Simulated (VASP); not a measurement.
# KNi (P4/mmm) in VASP: notebook

The runs below take KNi through electron localisation function, single point, with PBE+D3+U, revPBE+U, PBEsol+U.

Program: VASP 6.6.1. These are calculated values, not measurements. Logs are shortened: lines on timing, memory, paths and dates and some standing lists are left out, and cuts for length are marked.

## 1. Starting point

Symmetry: P4/mmm, No. 123, tetragonal system. Conventional cell: a = 3.660 Å, b = 3.660 Å, c = 3.479 Å, α = 90.00°, β = 90.00°, γ = 90.00°. Around K (site symmetry 4/mmm) lie 8 Ni at 3.12 Å and 2 K at 3.48 Å. Ni (site symmetry 4/mmm) has 8 K at 3.12 Å and 2 Ni at 3.48 Å as nearest neighbours.

The cell was built by a generator and needn't be a form met in nature.

## 2. Electron localisation function, PBE+D3+U, collinear spin, zero start (atoms moved at random, drawn with an rms of 0.1 Å)

INCAR

```
PREC     = Accurate       # precision mode
ENCUT    = 600            # plane-wave cutoff, eV
EDIFF    = 1E-6           # SCF threshold, eV
ISMEAR   = 0              # smearing method
SIGMA    = 0.1            # smearing width, eV
LREAL    = F              # projectors in reciprocal space
LASPH    = T              # aspherical terms in the spheres
NELM     = 150            # most SCF steps
ALGO     = Normal         # electronic algorithm
ISIF     = 2              # what is computed and relaxed
LWAVE    = F              # write WAVECAR
LCHARG   = T              # write CHGCAR
ISPIN    = 2              # spin polarisation
MAGMOM   = 0 0            # initial moments
LORBIT   = 11             # projections on sites
LMAXMIX  = 4              # l up to which the mixer works
LDAU     = T              # DFT+U
LDAUTYPE = 2            
LDAUL    = -1 2           # shell
LDAUU    = 0 8            # U, eV
LDAUJ    = 0 0          
LDAUPRINT= 1            
GGA      = PE             # functional
IVDW     = 11             # dispersion correction
LELF     = T              # ELF
```

KPOINTS

```
Automatic mesh
0
Gamma
  7 7 8
```

POSCAR

```
KNi
1.0
    3.6604778900      0.0000000000      0.0000000000
    0.0000000000      3.6604778900      0.0000000000
    0.0000000000      0.0000000000      3.4788877700
K Ni
1 1
Direct
    0.0000100000      0.0282730000     -0.0110670000
    0.5272590000      0.5014220000      0.5066010000
```

Potentials or basis: VASP PAW PBE potentials, release 64 (K_sv_GW, Ni_sv_GW).

On the command line:

```
> cat potpaw_PBE.64/K_sv_GW/POTCAR potpaw_PBE.64/Ni_sv_GW/POTCAR > POTCAR
> mpirun -np 1 vasp_std > vasp.out
```

OUTCAR:

```text
PREC = Accurate
   ENCUT = 600
   EDIFF = 1E-6
   ISMEAR = 0
   LREAL = F
   LASPH = T
   NELM = 150
   ISIF = 2
   ISPIN = 2
   LORBIT = 11
   GGA = PE
   IVDW = 11
 IVDW          = 11

 ion  position               nearest neighbor table
   1  0.000  0.028  0.989-   2 2.97   2 3.04   2 3.09   2 3.09
   2  0.527  0.501  0.507-   1 2.97   1 3.04   1 3.09   1 3.09

  LATTYP: Found a simple tetragonal cell.
 ALAT       =     3.6604778900
 C/A-ratio  =     0.9503916905

  Lattice vectors:

 A1 = (   3.6604778900,   0.0000000000,   0.0000000000)
 A2 = (   0.0000000000,   3.6604778900,   0.0000000000)
 A3 = (   0.0000000000,   0.0000000000,   3.4788877700)

Analysis of symmetry for initial positions (statically):
=====================================================================
 Subroutine PRICEL returns:
 Original cell was already a primitive cell.

 Routine SETGRP: Setting up the symmetry group for a
 simple tetragonal supercell.

 Subroutine GETGRP returns: Found  1 space group operations
 (whereof  1 operations were pure point group operations)
 out of a pool of 16 trial point group operations.

The static configuration has the point symmetry C_1 .

Analysis of symmetry for dynamics (positions and initial velocities):
=====================================================================
 Subroutine PRICEL returns:
 Original cell was already a primitive cell.

 Routine SETGRP: Setting up the symmetry group for a
 simple tetragonal supercell.

 Subroutine GETGRP returns: Found  1 space group operations
 (whereof  1 operations were pure point group operations)
 out of a pool of 16 trial point group operations.

The dynamic configuration has the point symmetry C_1 .

Analysis of structural, dynamic, and magnetic symmetry:
=====================================================================
 Subroutine PRICEL returns:
 Original cell was already a primitive cell.

 Routine SETGRP: Setting up the symmetry group for a
 simple tetragonal supercell.

 Subroutine GETGRP returns: Found  1 space group operations
 (whereof  1 operations were pure point group operations)
 out of a pool of 16 trial point group operations.

The overall configuration has the point symmetry C_1 .

 Subroutine INISYM returns: Found  1 space group operations
 (whereof  1 operations are pure point group operations),
 and found     1 'primitive' translations

----------------------------------------------------------------------------------------

                                     Primitive cell

  volume of cell :      46.6140

  direct lattice vectors                    reciprocal lattice vectors
     3.660477890  0.000000000  0.000000000     0.273188373  0.000000000  0.000000000
     0.000000000  3.660477890  0.000000000     0.000000000  0.273188373  0.000000000
     0.000000000  0.000000000  3.478887770     0.000000000  0.000000000  0.287448192

  length of vectors
     3.660477890  3.660477890  3.478887770     0.273188373  0.273188373  0.287448192

  position of ions in fractional coordinates (direct lattice)
     0.000010000  0.028273000  0.988933000
     0.527259000  0.501422000  0.506601000

  ion indices of the primitive-cell ions
   primitive index   ion index
                 1           1
                 2           2

----------------------------------------------------------------------------------------

 KPOINTS: Automatic mesh

Automatic generation of k-mesh.
 Grid dimensions read from file:
 generate k-points for:    7    7    8

 Generating k-lattice:

  Cartesian coordinates                     Fractional coordinates (reciprocal lattice)
     0.039026910  0.000000000  0.000000000     0.142857143  0.000000000  0.000000000
     0.000000000  0.039026910  0.000000000     0.000000000  0.142857143  0.000000000
     0.000000000  0.000000000  0.035931024     0.000000000  0.000000000  0.125000000

  Length of vectors
     0.039026910  0.039026910  0.035931024

  Shift w.r.t. Gamma in fractional coordinates (k-lattice)
     0.000000000  0.000000000  0.000000000

[... 32 lines left out ...]
  o =  0.8840  v = -0.8558  0.3656  0.0021 -0.3661  0.0000  0.0000  0.0000  0.0000  0.0000  0.0000      0.0000  0.0000  0.0000  0.0000  0.0000  0.0000  0.0000  0.0000  0.0000  0.0000
  o =  0.8840  v =  0.0000  0.0000  0.0000  0.0000  0.0000 -0.8535  0.3647  0.0021 -0.3722  0.0000      0.0000  0.0000  0.0000  0.0000  0.0000  0.0000  0.0000  0.0000  0.0000  0.0000
  o =  0.8845  v =  0.0000  0.0000  0.0000  0.0000  0.0000  0.5210  0.6056  0.0002 -0.6015  0.0000      0.0000  0.0000  0.0000  0.0000  0.0000  0.0000  0.0000  0.0000  0.0000  0.0000
  o =  0.8845  v =  0.5173  0.6086  0.0002 -0.6016 -0.0000  0.0000  0.0000  0.0000  0.0000  0.0000      0.0000  0.0000  0.0000  0.0000  0.0000  0.0000  0.0000  0.0000  0.0000  0.0000

 number of electron      27.0000011 magnetization      -0.0000011

 Free energy of the ion-electron system (eV)
  ---------------------------------------------------
  ext. energy  EPLUGINS =         0.00000000
  ---------------------------------------------------
  free energy    TOTEN  =        -1.75797949 eV

  energy without entropy =       -1.74586628  energy(sigma->0) =       -1.75192289

 E-fermi :   3.6542     XC(G=0):  -9.2841

 val. band max:        3.5997747725   @ k =  -0.4286   0.1429  -0.1250
 cond. band min:       3.6742725347   @ k =  -0.2857   0.2857   0.3750
 fundamental gap:      0.0744977622
 Fermi energy:         3.6541519300

 spin component 1

 k-point     1 :       0.0000    0.0000    0.0000
  band No.  band energies     occupation
      1     -95.9175      1.00000
      2     -56.4538      1.00000
      3     -56.4517      1.00000
      4     -56.3894      1.00000
      5     -26.5490      1.00000
      6      -9.9125      1.00000
[... 9 lines left out ...]
     16       8.5458      0.00000
     17      11.3718      0.00000
[... 925 lines left out ...]
 k-point    24 :       0.4286    0.4286    0.0000
  band No.  band energies     occupation
      1     -95.9174      1.00000
      2     -56.4544      1.00000
      3     -56.4524      1.00000
      4     -56.3895      1.00000
      5     -26.4830      1.00000
      6     -10.2619      1.00000
[... 9 lines left out ...]
     16       6.4997      0.00000
     17       8.6706      0.00000

 [... further k-points ...]

------------------------ aborting loop because EDIFF is reached ----------------------------------------

 Edisp (eV)   -0.47697

 E8    (eV) :    -0.2994

  FORCE on cell =-STRESS in cart. coord.  units (eV):
  Direction    XX          YY          ZZ          XY          YZ          ZX
  --------------------------------------------------------------------------------------
  -------------------------------------------------------------------------------------
  Total       0.29131     0.29117     0.22884    -0.03727    -0.01976     0.02014
  in kB      10.01276    10.00799     7.86539    -1.28104    -0.67922     0.69218
  external pressure =        9.30 kB  Pullay stress =        0.00 kB

 VOLUME and BASIS-vectors are now :
 -----------------------------------------------------------------------------
  energy-cutoff  :      600.00
  volume of cell :       46.61
      direct lattice vectors                 reciprocal lattice vectors
     3.660477890  0.000000000  0.000000000     0.273188373  0.000000000  0.000000000
     0.000000000  3.660477890  0.000000000     0.000000000  0.273188373  0.000000000
     0.000000000  0.000000000  3.478887770     0.000000000  0.000000000  0.287448192

 POSITION                                       TOTAL-FORCE (eV/Angst)
 -----------------------------------------------------------------------------------
      0.00004      0.10349      3.44039         0.178056     -0.175009      0.097123
      1.93002      1.83544      1.76241        -0.178056      0.175009     -0.097123
 -----------------------------------------------------------------------------------
    total drift:                                0.000164     -0.001272      0.001921

  FREE ENERGIE OF THE ION-ELECTRON SYSTEM (eV)
  ---------------------------------------------------
  free  energy   TOTEN  =        -2.2349516940 eV

  energy  without entropy=       -2.2228384864  energy(sigma->0) =       -2.22889509

 total charge

# of ion       s       p       d       f       tot
--------------------------------------------------
    1        2.267   5.838   0.125   0.000   8.230
    2        2.204   6.019   8.196   0.000  16.419
--------------------------------------------------
tot          4.470  11.858   8.321   0.000  24.649

 magnetization (x)

# of ion       s       p       d       f       tot
--------------------------------------------------
    1       -0.000  -0.000  -0.000   0.000  -0.000
    2       -0.000  -0.000   0.000  -0.000   0.000
--------------------------------------------------
tot         -0.000  -0.000   0.000  -0.000   0.000
```

Wall time 10 min (1 thread of AMD EPYC 7R13 (Zen 3), shared host); peak memory 0.49 GiB.

Results:

* Free energy: -2.2350 eV
* Pressure: 0.9 GPa
* Largest force: 0.268 eV/Å
* Band gap on the k mesh: none (metal or under the smearing width)
* Net moment: 0.00 μB per cell
* Valence electrons inside the program's atomic spheres: K 8.23; Ni 16.42
* Dispersion energy per atom: -0.238 eV

Forces in eV/Å, atoms in the order of the input:
```
K    0.178 -0.175  0.097
Ni  -0.178  0.175 -0.097
```

Eigenvalues of the final occupation matrices:
| site | spin | trace | eigenvalues |
| --- | --- | --- | --- |
| site 2 d | 1 | 4.11 | 0.72 0.74 0.88 0.88 0.88 |
| site 2 d | 2 | 4.11 | 0.72 0.74 0.88 0.88 0.88 |

Caveat: pairwise dispersion overbinds metals, which lowers pressure and volume; the U is typed as a test and isn't derived for this compound.

## 3. Single point, revPBE+U, collinear spin, ferromagnetic start

INCAR

```
PREC = Accurate ; ENCUT = 520
EDIFF = 1E-6 ; ISMEAR = -5
SIGMA = 0.05 ; LREAL = F
LASPH = T ; NELM = 120
ALGO = Fast ; ISIF = 2
LWAVE = F ; LCHARG = F
ISPIN = 2 ; MAGMOM = 0 1
LORBIT = 11 ; LMAXMIX = 4
LDAU = T ; LDAUTYPE = 2
LDAUL = -1 2 ; LDAUU = 0 3.5
LDAUJ = 0 1 ; LDAUPRINT = 1
GGA = RE ; NBANDS = 20
```

KNi.cif

```cif
data_KNi
_cell_length_a 3.66047789
_cell_length_b 3.66047789
_cell_length_c 3.47888777
_cell_angle_alpha 90.00000000
_cell_angle_beta 90.00000000
_cell_angle_gamma 90.00000000
_space_group_name_H-M_alt 'P4/mmm'
_space_group_name_Hall '-P 4 2'
_space_group_IT_number 123
loop_
_space_group_symop_operation_xyz
'x,y,z'
'-x,-y,-z'
'-y,x,z'
'y,-x,-z'
'-x,-y,z'
'x,y,-z'
'y,-x,z'
'-y,x,-z'
'x,-y,-z'
'-x,y,z'
'-y,-x,-z'
'y,x,z'
'-x,y,-z'
'x,-y,z'
'y,x,-z'
'-y,-x,z'
loop_
_atom_site_label
_atom_site_type_symbol
_atom_site_symmetry_multiplicity
_atom_site_Wyckoff_symbol
_atom_site_fract_x
_atom_site_fract_y
_atom_site_fract_z
_atom_site_occupancy
K1 K 1 a 0.0000000000 0.0000000000 0.0000000000 1
Ni1 Ni 1 d 0.5000000000 0.5000000000 0.5000000000 1
```

KPOINTS

```
regular mesh
0
Gamma
  7 7 8
```

POSCAR

```
K  Ni
 1.0000000000000000
     3.6604778900000001    0.0000000000000000    0.0000000000000000
     0.0000000000000000    3.6604778900000001    0.0000000000000000
     0.0000000000000000    0.0000000000000000    3.4788877700000000
 K   Ni 
   1   1
Cartesian
  0.0000000000000000  0.0000000000000000  0.0000000000000000
  1.8302389450000001  1.8302389450000001  1.7394438850000000
```

Potentials or basis: VASP PAW PBE potentials, release 64 (K_sv, Ni).

On the command line:

```
> ase convert -i cif -o vasp KNi.cif POSCAR
> cat potpaw_PBE.64/K_sv/POTCAR potpaw_PBE.64/Ni/POTCAR > POTCAR
> mpirun -np 1 vasp_std > vasp.out
```

Run time: 1.8 min. Hardware: 1 thread of AMD EPYC 7R13 (Zen 3), shared host; peak memory 0.18 GiB.

Results (log left out):

| Item | Value |
| --- | --- |
| Free energy | -2.4079 eV |
| Pressure | 6.9 GPa |
| Band gap on the k mesh | none (metal or under the smearing width) |
| Net moment | 0.90 μB per cell |
| Site moments | K -0.01; Ni +0.96 μB |
| Valence electrons inside the program's atomic spheres | K 7.65; Ni 9.03 |

Stress tensor (GPa, compression positive):
```
7.01 0.00 0.00
0.00 7.01 0.00
0.00 0.00 6.69
```

Levels at points of the mesh, in eV from the Fermi level:
Spin up:
| k point | band 7 | band 8 | band 9 | band 10 | band 11 | band 12 | band 13 | band 14 |
| --- | --- | --- | --- | --- | --- | --- | --- | --- |
| (0.00, 0.00, 0.00) | -2.85 | -1.96 | -1.88 | -1.88 | 4.46 | 4.63 | 7.14 | 7.14 |
| (0.00, 0.00, 0.50) | -2.00 | -2.00 | -1.92 | -0.62 | -0.08 | 5.18 | 5.31 | 5.31 |
Spin down:
| k point | band 7 | band 8 | band 9 | band 10 | band 11 | band 12 |
| --- | --- | --- | --- | --- | --- | --- |
| (0.00, 0.00, 0.00) | -1.33 | -1.33 | -0.60 | -0.60 | 4.75 | 4.85 |
| (0.00, 0.00, 0.50) | -1.37 | -1.30 | -0.28 | -0.12 | 0.78 | 5.06 |

Eigenvalues of the final occupation matrices:
| site | spin | trace | eigenvalues |
| --- | --- | --- | --- |
| site 2 d | 1 | 4.68 | 0.93 0.93 0.94 0.94 0.94 |
| site 2 d | 2 | 3.76 | 0.47 0.50 0.93 0.93 0.93 |

Caveat: the PAW data sets were made with another functional, which shifts forces and pressure a little; the U is typed as a test and isn't derived for this compound; tetrahedron occupations give inexact forces and stress in metals. The state reached can hang on the start; a lower one may exist.

## 4. Single point, PBEsol+U, collinear spin, ferromagnetic start

This run uses another cell than the first one: it holds 4 atoms, not 2.

INCAR

```
ALGO = Normal ; EDIFF = 1E-6
ENCUT = 520 ; GGA = PS
ISIF = 2 ; ISMEAR = -1
ISPIN = 2 ; LASPH = True
LCHARG = False ; LDAU = True
LDAUJ = 0 0 ; LDAUL = -1 2
LDAUPRINT = 1 ; LDAUTYPE = 2
LDAUU = 0 5 ; LMAXMIX = 4
LORBIT = 11 ; LREAL = False
LWAVE = False ; MAGMOM = 0 0 1 1
NBANDS = 31 ; NELM = 150
PREC = Accurate ; SIGMA = 0.05
```

KPOINTS

```
k-points
0
Gamma
  4 4 6
```

POSCAR

```
KNi
1.0
    3.6604778900      3.6604778900      0.0000000000
   -3.6604778900      3.6604778900      0.0000000000
    0.0000000000      0.0000000000      3.4788877700
K Ni
2 2
Direct
    0.0000000000      0.0000000000      0.0000000000
    0.5000000000      0.5000000000      0.0000000000
    0.5000000000      0.0000000000      0.5000000000
    0.0000000000      0.5000000000      0.5000000000
```

On the command line:

```
> cat potpaw_PBE.64/K_sv/POTCAR potpaw_PBE.64/Ni/POTCAR > POTCAR
> mpirun -np 1 vasp_std > vasp.out
```

It took 3.4 min on 1 thread of Intel Xeon Platinum 8259CL at 2.50GHz (Skylake/Cascade Lake), shared host; peak memory 0.3 GiB.

The run converged. Its results:

* Free energy: -4.5286 eV
* Pressure: 3.6 GPa
* Band gap on the k mesh: none (metal or under the smearing width)
* Net moment: 1.91 μB per cell
* Site moments: K -0.01; Ni +1.07 μB
* Valence electrons inside the program's atomic spheres: K 7.61; Ni 9.06

Stress tensor (GPa, compression positive):
```
3.64 0.00 0.00
0.00 3.64 0.00
0.00 0.00 3.47
```

Levels at points of the mesh, in eV from the Fermi level:
Spin up:
```csv
k point,band 16,band 17,band 18,band 19,band 20,band 21,band 22,band 23,band 24,band 25
"(0.00, 0.00, 0.00)",-3.28,-3.23,-3.17,-3.17,-0.92,2.18,2.18,4.08,4.16,4.26
"(0.50, 0.00, 0.00)",-3.22,-3.18,-3.18,-2.48,-2.48,2.61,2.61,2.90,2.90,5.39
"(0.50, 0.50, 0.00)",-3.21,-3.14,-3.14,-1.32,-1.32,-0.41,-0.41,4.80,4.80,5.03
"(0.00, 0.00, 0.50)",-3.26,-3.26,-3.20,-0.92,-0.30,1.29,1.29,1.34,2.62,4.92
"(0.50, 0.00, 0.50)",-3.32,-3.32,-3.32,-0.58,-0.58,1.22,1.22,2.76,2.76,5.92
"(0.50, 0.50, 0.50)",-3.36,-3.35,-3.35,-0.62,-0.62,2.25,2.25,2.49,2.49,4.32
```
Spin down:
```
           k point  band 16  band 17  band 18  band 19  band 20  band 21
(0.00, 0.00, 0.00)    -1.61    -0.56    -0.56     0.53     0.69     2.11
(0.50, 0.00, 0.00)    -2.38    -0.36    -0.36    -0.13    -0.13     2.87
(0.50, 0.50, 0.00)    -1.69    -0.52    -0.52    -0.28    -0.28     0.65
(0.00, 0.00, 0.50)    -0.39    -0.20     0.54     0.55     0.82     1.22
(0.50, 0.00, 0.50)    -0.90    -0.05    -0.05     0.79     0.79     1.17
(0.50, 0.50, 0.50)    -1.45     0.53     0.53     0.95     0.95     2.21
```

Eigenvalues of the final occupation matrices:
```
    site  spin  trace               eigenvalues
site 3 d     1   4.75  0.95 0.95 0.95 0.95 0.95
site 3 d     2   3.71  0.43 0.45 0.94 0.94 0.94
site 4 d     1   4.75  0.95 0.95 0.95 0.95 0.95
site 4 d     2   3.71  0.43 0.45 0.94 0.94 0.94
```

Caveat: the PAW data sets were made with another functional, which shifts forces and pressure a little; the U is typed as a test and isn't derived for this compound. The state reached can hang on the start; a lower one may exist.

## 5. The reference run

An earlier run on the cell as given: functional PBE; potentials or basis VASP PAW PBE potentials, release 64 (K_sv, Ni); cutoff 520 eV; k mesh 7 × 7 × 8; occupations fermi-dirac, width 0.05 eV; collinear spin, ferromagnetic start; starting moments [0.0, 1.0] μB.

- Pressure: 4.5 GPa
- Band gap on the k mesh: none (metal or under the smearing width)
- Net moment: 0.71 μB per cell
- Site moments: K -0.01; Ni +0.73 μB
- Valence electrons inside the program's atomic spheres: K 7.63; Ni 8.98

## 6. Summary

| task | level | potentials or basis | spin | U | cell | k mesh | cutoff (eV) | smearing | LDAUTYPE | hund's J | supercell matrix | gap on the mesh (eV) | pressure (GPa) | moment (μB) |
| --- | --- | --- | --- | --- | --- | --- | --- | --- | --- | --- | --- | --- | --- | --- |
| electron localisation function | PBE+D3+U | VASP PAW PBE potentials, release 64 (K_sv_GW, Ni_sv_GW) | collinear, zero start | Ni d U = 8 eV | atoms moved at random, drawn with an rms of 0.1 Å | 7 × 7 × 8 | 600 | gaussian 0.1 eV | - | - | - | none | 0.9 | 0.00 |
| single point | revPBE+U | VASP PAW PBE potentials, release 64 (K_sv, Ni) | collinear, ferromagnetic start | Ni d U = 3.5 eV, J = 1.0 eV | as given | 7 × 7 × 8 | 520 | tetrahedron | 2 | 1 | - | none | 6.9 | 0.90 |
| single point | PBEsol+U | VASP PAW PBE potentials, release 64 (K_sv, Ni) | collinear, ferromagnetic start | Ni d U = 5 eV | as given | 4 × 4 × 6 | 520 | fermi-dirac 0.05 eV | - | - | [1, 1, 0, -1, 1, 0, 0, 0, 1] | none | 3.6 | 1.91 |
| single point | PBE | VASP PAW PBE potentials, release 64 (K_sv, Ni) | collinear, ferromagnetic start | - | as given | 7 × 7 × 8 | 520 | fermi-dirac 0.05 eV | - | - | - | none | 4.5 | 0.71 |

Caveats: the U is typed as a test and isn't derived for this compound (some runs); the PAW data sets were made with another functional, which shifts forces and pressure a little (some runs); pairwise dispersion overbinds metals, which lowers pressure and volume (some runs); tetrahedron occupations give inexact forces and stress in metals (some runs).

Absolute energies hang on the potentials; compare differences alone.
